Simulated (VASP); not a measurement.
```xyz
3
Lattice="1.5150 -2.6241 0.0000 1.5150 2.6241 0.0000 0.0000 0.0000 3.2300" Properties=species:S:1:pos:R:3 pbc="T T T"
Ti     0.0000     0.0000     0.0000
B      1.5150     0.8747     1.6150
B      1.5150    -0.8747     1.6150
```

The base run (VASP): PBE GGA, plane waves, VASP's PBE PAW potentials (set 64). Numerical set-up: 520 eV cut-off, 10×10×9 Γ-centred mesh, first-order Methfessel-Paxton smearing of 0.10 eV, potentials Ti_sv B.

One setting is varied; ΔE counts from the base run. The base run took about 30 core-seconds. Costs are core time on shared hosts, one run each; read them as rough ratios.

```json
[
 {"setting": "base run", "cost over the base run": "reference", "electronic steps": "13", "ΔE (meV/atom)": "0.0"},
 {"setting": "AMIX = 0.6, BMIX = 1.0, IMIX = 4", "cost over the base run": "within a factor of 2", "electronic steps": "14", "ΔE (meV/atom)": "0.0"},
 {"setting": "AMIX = 0.1, BMIX = 0.0001, IMIX = 4", "cost over the base run": "within a factor of 2", "electronic steps": "17", "ΔE (meV/atom)": "0.0"},
 {"setting": "AMIX = 0.1, BMIX = 1.0, IMIX = 4", "cost over the base run": "within a factor of 2", "electronic steps": "17", "ΔE (meV/atom)": "0.0"},
 {"setting": "AMIX = 0.2, BMIX = 3.0, IMIX = 1", "cost over the base run": "about 3 times", "electronic steps": "45", "ΔE (meV/atom)": "0.0"}
]
```

Left out are runs that failed, have no time on record or changed the cell.

The compound is TiB2 in the AlB2 type structure. The cell was not relaxed at this level.
